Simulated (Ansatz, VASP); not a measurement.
# Ca3Pb5S8: VASP beside Ansatz, part 3 of 3

One calculation is typed for both programs; each brings its own data sets. How far apart do they land? Of the first pair: The structure shown is frame 30 of Ansatz's trajectory.

VASP 6.6.1 and Ansatz 0.2.0.

So far. Step 6 (VASP: single point, PBE, pair 2): The run ends at a pressure of 3.32 GPa, with forces up to 1.1 eV/Å.

## 9. VASP: single point, PBE, pair 3

Level of this step: PBE; plane waves and PAW (Pb_d, S, Ca_sv) (VASP).

The same cell, functional, mesh and smearing now go to VASP, with its own data sets.

The input, INCAR:

```
SYSTEM = Ca3Pb5S8
PREC = Accurate
ENCUT = 400
EDIFF = 1E-06
NELM = 120
ISMEAR = 0
SIGMA = 0.05
LREAL = Auto
ALGO = Normal
GGA = PE
NBANDS = 344
LORBIT = 11
LWAVE = .FALSE.
LCHARG = .FALSE.
ISIF = 2
LASPH = .TRUE.
GGA_COMPAT = .FALSE.
EFERMI = MIDGAP
NCORE = 2
```

The input, POSCAR:

```
Ca3Pb5S8
1.0
   11.6876000000      0.0000000000      0.0000000000
    0.0000000000     11.6876000000      0.0000000000
    0.0000000000      0.0000000000     11.6876000000
Pb S Ca
20 32 12
Direct
    0.9859680345      0.0041924775      0.0027978370
    0.0090095486      0.2620298436      0.2307488278
    0.9993411821      0.9945412232      0.4996406448
    0.2599763852      0.2593004552      0.4976556350
    0.0008213833      0.4918032787      0.9922054143
    0.9853006605      0.7553475478      0.2424107601
    0.2385091892      0.7497433177      0.0155720593
    0.9951144803      0.4957476300      0.5127656662
    0.0037732297      0.7617389370      0.7450032513
    0.2489732708      0.4976470790      0.7602416236
    0.4950203635      0.2415209282      0.2510438413
    0.7390738903      0.0017368835      0.2524470379
    0.7506844861      0.2465347890      0.9957476300
    0.5050309730      0.2521219070      0.7412728019
    0.7411701290      0.0010181731      0.7698244293
    0.5041240289      0.7497946542      0.2341798145
    0.7547315103      0.5032769773      0.2453882748
    0.5176597419      0.5061518190      0.4833156508
    0.7526352716      0.5182586673      0.7579058147
    0.7587443102      0.7426674424      0.4895786988
    0.2465690133      0.0050480852      0.0062801602
    0.2678394196      0.2550309730      0.2215852699
    0.0112683528      0.9834953284      0.2369092029
    0.0274136692      0.2364300626      0.9817242205
    0.2449176905      0.9865755159      0.4932578117
    0.2469711489      0.2273007290      0.7423508676
    0.0111485677      0.9926417742      0.7359166980
    0.9989476026      0.2427187789      0.4941561997
    0.2491615045      0.4856514597      0.0142030870
    0.2555272254      0.7498032102      0.2561432629
    0.0176854102      0.4923679797      0.2454224991
    0.9776344160      0.7286269208      0.9862161607
    0.2656918443      0.4995807523      0.4915380403
    0.2462609946      0.7510181731      0.7558438003
    0.9964748965      0.4567490332      0.7510951778
    0.0235120983      0.7462695506      0.4769328177
    0.7372600021      0.9788664910      0.0001026729
    0.7600876142      0.2282504535      0.2806564222
    0.4969797050      0.9994010746      0.2468941442
    0.5178479756      0.2378760396      0.9886888668
    0.7345477258      0.9906054280      0.5076491324
    0.7650586947      0.2417947226      0.7438481810
    0.5013176358      0.9846076183      0.7459358637
    0.5179592046      0.2311595195      0.4889626613
    0.7397327082      0.4990417194      0.9952856018
    0.7592662309      0.7367551935      0.2428385639
    0.5033283138      0.5023186967      0.2383894042
    0.4873712310      0.7431808070      0.9835637770
    0.7608148807      0.4644495020      0.5007015983
    0.7285413601      0.7492641774      0.7423508676
    0.5156233957      0.5028149492      0.7465690133
    0.4997005373      0.7516342106      0.4902631849
    0.2389369931      0.0019507854      0.2422824190
    0.2569475341      0.2294654163      0.9860621513
    0.0079657072      0.2330675246      0.7494951915
    0.2447722372      0.9874396797      0.7395615866
    0.2478780930      0.4959529758      0.2441561997
    0.2730415141      0.7501026729      0.4852065437
    0.4905455354      0.9912642459      0.9967144666
    0.5019593415      0.9861049317      0.4905540915
    0.7508898320      0.2330931928      0.5104384134
    0.5058951367      0.5047400664      0.9789520517
    0.7402204045      0.7412129094      0.9954738355
    0.4914610356      0.7470139293      0.7395872549
```

The input, KPOINTS:

```
Automatic mesh
0
Gamma
1 1 1
0 0 0
```

Potentials, in the order of the species: Pb_d, S and Ca_sv (PBE family, release 64).

Run with:

```console
> mpirun -np 8 vasp_gam
```

Numbers of over 12 decimals in the logs are rounded to 6 here.

Log:

```text
[... set-up lines as in an earlier step ...]
 entering main loop
       N       E                     dE             d eps       ncg     rms          rms(c)
DAV:   1     0.873699401741E+04    0.87370E+04   -0.24813E+05   688   0.167E+03
DAV:   2     0.155786127683E+04   -0.71791E+04   -0.70146E+04   688   0.530E+02
DAV:   3    -0.580479961779E+02   -0.16159E+04   -0.15132E+04   920   0.248E+02
DAV:   4    -0.298098646786E+03   -0.24005E+03   -0.23544E+03   968   0.861E+01
[...]
DAV:  16    -0.292005173362E+03    0.96724E-06   -0.29484E-05   840   0.112E-02    0.180E-02
DAV:  17    -0.292005173504E+03   -0.14262E-06   -0.10573E-05   728   0.644E-03    0.711E-03
DAV:  18    -0.292005173994E+03   -0.48945E-06   -0.18310E-06   496   0.304E-03
   1 F= -.29200517E+03 E0= -.29200517E+03  d E =-.455415E-64
```

Parts of OUTCAR (step 9):

```text
  Total       25.6585904     40.8245686     36.4410512     -0.6619506      0.0557962     -0.0432750
  in kB       25.7494144     40.9690758     36.5700421     -0.6642937      0.0559937     -0.0434282
  external PRESSURE =      34.4295108 kB  Pullay stress =       0.0000000 kB

 POSITION                                       TOTAL-FORCE (eV/Angst)
 -----------------------------------------------------------------------------------
     11.52360      0.04900      0.03270         0.265839     -0.197397      0.169703
      0.10530      3.06250      2.69690        -0.295572     -0.346275      0.669104
     11.67990     11.62380      5.83960        -0.165023      0.203974     -0.337518
      3.03850      3.03060      5.81640        -0.332113     -0.495884     -0.192241
      0.00960      5.74800     11.59650         0.025179      0.197627      0.243451
     11.51580      8.82820      2.83320         0.753853     -0.219040     -0.036698
      2.78760      8.76270      0.18200         0.020562     -0.181945     -0.360639
     11.63050      5.79410      5.99300         0.033740     -0.014085     -0.068408
      0.04410      8.90290      8.70730        -0.248112     -0.571271     -0.008894
      2.90990      5.81630      8.88540        -0.240190     -0.045544     -0.274849
      5.78560      2.82280      2.93410         0.518061      0.360668     -0.083438
      8.63800      0.02030      2.95050         0.337992      0.365319      0.276780
      8.77370      2.88140     11.63790         0.063116     -0.029309      0.019935
      5.90260      2.94670      8.66370         0.040744     -0.278470     -0.036227
[...]
-----------------------------------------------------------------------------------
    total drift:                               -0.003075      0.000738      0.000671

  FREE ENERGIE OF THE ION-ELECTRON SYSTEM (eV)
  ---------------------------------------------------
  free  energy   TOTEN  =      -292.0051739937 eV

  energy  without entropy=     -292.0051739937  energy(sigma->0) =     -292.00517399

[... 2 parts as in an earlier step ...]

[... 1 further part left out ...]
[key lines of the parts left out:]
E-fermi :   5.5791
```

The run ends at a pressure of 3.44 GPa, with forces up to 1.4 eV/Å.

## 10. Side by side

Forces on 9 of the 64 atoms, those with the largest forces and the largest differences (eV/Å; atoms numbered as in POSCAR):

```csv
atom,"Ansatz x, y, z","VASP x, y, z"
S21,"0.205, -0.694, -0.517","0.196, -0.712, -0.525"
S22,"-0.729, -0.355, 0.328","-0.728, -0.357, 0.339"
S29,"0.292, 0.079, -0.980","0.286, 0.083, -0.993"
S35,"0.583, 0.292, -0.186","0.580, 0.314, -0.187"
S46,"-0.764, -0.042, -0.328","-0.765, -0.040, -0.321"
S52,"0.441, -0.082, 0.149","0.459, -0.094, 0.143"
Ca54,"0.401, 0.893, 0.072","0.413, 0.905, 0.068"
Ca58,"-1.311, -0.297, 0.352","-1.319, -0.302, 0.364"
Ca62,"-0.486, -0.506, 0.857","-0.494, -0.514, 0.864"
```

The forces differ by 6.9 meV/Å r.m.s., which is 2.0 % of the r.m.s. force of 0.339 eV/Å (both taken over all components).

## 11. Summary of results

```json
{
 "r.m.s. force difference (single point, PBE, pair 1)": "1.9 % of the r.m.s. force",
 "r.m.s. force difference (single point, PBE, pair 2)": "2.2 % of the r.m.s. force",
 "r.m.s. force difference (single point, PBE, pair 3)": "2.0 % of the r.m.s. force"
}
```

What this shows: The r.m.s. force difference is 2.2 % of the r.m.s. force (single point, PBE, pair 2), within the 3 % picked in this series as the mark of a large difference. Such differences can come from data sets, numerical settings and the points named under the comparisons, not from the functional's error against experiment.

[Lines on the potential files, build, host, timing and source positions are cut from VASP's logs without a mark.]

[Logs are printed without paths, hosts, clocks, repeated set-up lines and the standing remarks that a program may print on its own settings, such as how far it seeks lower states.]

[Hosts, paths, dates, database ids (printed as entryN), source tags and the programs' standing remarks are cut or masked in the printed files.]
